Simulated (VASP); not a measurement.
Computed with revPBE GGA, VASP's PBE PAW potentials (set 64) (plane waves; VASP 6.6.1).

VASP ran on this input.

File POSCAR:
```
GaN
1.0
  1.6186108680  -2.8035162212   0.0000000000
  1.6186108680   2.8035162212   0.0000000000
  0.0000000000   0.0000000000   5.2687160203
Ga N
2 2
direct
  0.6666670000   0.3333330000   0.5000338469
  0.3333330000   0.6666670000   0.0000338469
  0.6666670000   0.3333330000   0.8769661531
  0.3333330000   0.6666670000   0.3769661531
```

**INCAR**
```
SYSTEM = GaN
PREC = Accurate
ENCUT = 520
EDIFF = 1E-6
NELM = 100
ALGO = Normal
LREAL = .FALSE.
LASPH = .TRUE.
ISMEAR = 0
SIGMA = 0.05
GGA = RE
LMAXMIX = 4
LWAVE = .FALSE.
LCHARG = .FALSE.
IBRION = 2
ISIF = 3
NSW = 60
EDIFFG = -0.02
```

**KPOINTS**
```
K-points
0
gamma
7 7 4
0 0 0
```

POTCAR, in this order: Ga_d N (PBE.64 set). Program: vasp_std.

Q: Predict the energy per atom (σ→0).

A: 
```
Property                       Result
---------------------  --------------
energy per atom (σ→0)  -5.736 eV/atom
```

OSZICAR:
```
...
DAV:   9    -0.229425178454E+02    0.22159E-01   -0.11057E-01  1890   0.555E+00    0.368E-01
DAV:  10    -0.229436909946E+02   -0.11731E-02   -0.60082E-03  1260   0.849E-01    0.148E-01
DAV:  11    -0.229437036523E+02   -0.12658E-04   -0.23190E-03  1590   0.830E-01    0.434E-02
DAV:  12    -0.229437256092E+02   -0.21957E-04   -0.23479E-04  1176   0.117E-01    0.266E-02
DAV:  13    -0.229437271118E+02   -0.15026E-05   -0.80996E-05  1412   0.157E-01    0.248E-02
DAV:  14    -0.229437282859E+02   -0.11741E-05   -0.10523E-05  1376   0.344E-02    0.853E-03
DAV:  15    -0.229437281670E+02    0.11893E-06   -0.91845E-07   882   0.847E-03
   1 F= -.22943728E+02 E0= -.22943728E+02  d E =-.229437E+02
```

The compound is GaN in the wurtzite structure. It was relaxed first. The start is the result of an earlier pass.
